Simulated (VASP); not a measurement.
Data:

```xyz
1
Lattice="0.0000 1.9413 1.9413 1.9413 0.0000 1.9413 1.9413 1.9413 0.0000" Properties=species:S:1:pos:R:3 pbc="T T T"
Ir     0.0000     0.0000     0.0000
```

Method: revPBE GGA, VASP's PBE PAW potentials (set 64) (plane waves; VASP 6.6.1). Run with 520 eV cut-off, Gaussian smearing of 0.050 eV, potentials Ir.

Problem. Give the energies of bands 1 to 6 at the high-symmetry points, in eV from the Fermi level.

Solution. 
| band | Γ | X | U | L | W |
|---|---|---|---|---|---|
| 1 | -10.73 | -7.51 | -6.59 | -7.73 | -5.93 |
| 2 | -3.67 | -6.96 | -5.68 | -3.77 | -4.62 |
| 3 | -3.67 | 0.81 | -2.73 | -3.77 | -4.62 |
| 4 | -3.67 | 1.39 | -0.83 | -0.65 | -1.69 |
| 5 | -1.14 | 1.39 | 0.58 | 0.84 | 1.40 |
| 6 | -1.14 | 1.73 | 6.22 | 0.84 | 7.95 |

It has no gap at this level: it comes out as a metal or semimetal.

The compound is Ir in the fcc structure. It was relaxed first.
